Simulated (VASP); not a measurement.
Consider the following.

```xyz
8
Lattice="0.0000 2.6597 2.6597 2.6597 0.0000 2.6597 10.7267 10.7267 -0.0878" Properties=species:S:1:pos:R:3 pbc="T T T"
Na    10.6502    10.6502    -0.0113
Na     5.4179     5.4179     5.2210
Cl     2.6707     2.6707     2.6488
Cl     5.5106     5.5106     2.4686
Cl     8.0341     8.0341     2.6049
Cl    10.5575    10.5575     2.7412
Li     8.0959     8.0959     5.2028
Li     7.9723     7.9723     0.0070
```

Level of theory: PBEsol GGA, VASP's PBE PAW potentials (set 64) (plane waves; VASP). Numerical set-up: 520 eV cut-off, Gaussian smearing of 0.050 eV, potentials Na_pv Cl Li_sv.

Give the energies of bands 14 to 27 at the high-symmetry points, in eV from the valence-band maximum.

```csv
band,Γ,T,H2,L,S0,F
14,-1.51,-2.20,-2.11,-2.46,-2.09,-2.51
15,-1.47,-0.76,-2.05,-2.34,-2.07,-2.18
16,-0.33,-0.32,-1.75,-2.11,-1.75,-2.11
17,-0.33,-0.32,-1.73,-1.15,-1.75,-1.14
18,-0.20,-0.29,-1.67,-1.03,-1.62,-1.14
19,-0.20,-0.26,-1.52,-0.98,-1.56,-1.03
20,-0.16,-0.26,-1.43,-0.87,-1.43,-0.89
21,-0.16,-0.09,-0.91,-0.71,-0.91,-0.67
22,-0.04,-0.09,-0.64,-0.51,-0.64,-0.57
23,-0.04,-0.07,-0.63,-0.40,-0.63,-0.28
24,-0.01,-0.07,-0.41,-0.29,-0.41,-0.28
25,5.36,5.66,8.23,7.22,8.17,6.81
26,6.56,6.27,8.24,7.39,8.38,7.53
27,6.74,6.57,8.56,7.79,8.42,7.83
```

The gap is indirect, 5.36 eV, from the valence maximum at Γ-S0 at 0.09 to the conduction minimum at Γ.

The structure was generated: Li2Na2Cl4 was put into an ordered model structure (R-3m), which need not be its known phase. It was relaxed first.
